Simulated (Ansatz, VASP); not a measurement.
# BaHg in VASP and in Ansatz

INCAR

```
SYSTEM = BaHg
  ALGO = Normal
  EDIFF = 1E-7
  ENCUT = 520
  GGA = CA
  ISIF = 2
  ISMEAR = -1
  LASPH = .True.
  LCHARG = .False.
  LREAL = .False.
  LWAVE = .False.
  NBANDS = 18
  NELM = 80
  PREC = Accurate
  SIGMA = 0.1
```

File KPOINTS:

```
k-points
0
Gamma
  6 6 6
  0 0 0
```

The input POSCAR:

```
BaHg
1.0
    4.1787600000      0.0000000000      0.0000000000
    0.0000000000      4.1787600000      0.0000000000
    0.0000000000      0.0000000000      4.1787600000
Ba Hg
1 1
Direct
    0.0000000000      0.0000000000      0.0000000000
    0.5000000000      0.5000000000      0.5000000000
```

Input for Ansatz:

```yaml
crystal:
  lattice:
    - [4.17876, 0.0, 0.0]
    - [0.0, 4.17876, 0.0]
    - [0.0, 0.0, 4.17876]
  atoms:
    - { symbol: Ba, position: [0.0, 0.0, 0.0] }
    - { symbol: Hg, position: [0.5, 0.5, 0.5] }
kpoints:
  mp_grid:
    grid: [6, 6, 6]
hamiltonian:
  xc: lda
  pseudopotentials:
    kind: paw
scf:
  occupations:
    method: fermi_dirac
output:
  forces: true
  stress: true
  eigenvalues: true
```

The cell comes from a database or a generator and needn't be the stable form of this composition.

Alike in both runs: task single point; functional LDA; k mesh 6 × 6 × 6; no spin polarisation.

```csv
,VASP,Ansatz
version,VASP 6.6.1,Ansatz 0.2.0
potentials or method,"VASP PAW LDA potentials, release 64 (Ba_sv, Hg)","plane waves, PAW"
plane-wave cutoff (eV),520,420
occupations,"fermi-dirac, width 0.1 eV",fermi-dirac
valence electrons in the cell,22,30
```

```csv
,VASP,Ansatz,Ansatz less VASP
gap on the k mesh at the Fermi level (eV),none,none,-
pressure (GPa),-2.4,-2.8,-0.33
```

A gap of «none» marks a metal or a gap that the smearing closes. The two sets of potentials don't hold the same shells in valence.

Spin-orbit coupling is left out, which matters for the levels of Ba, Hg.
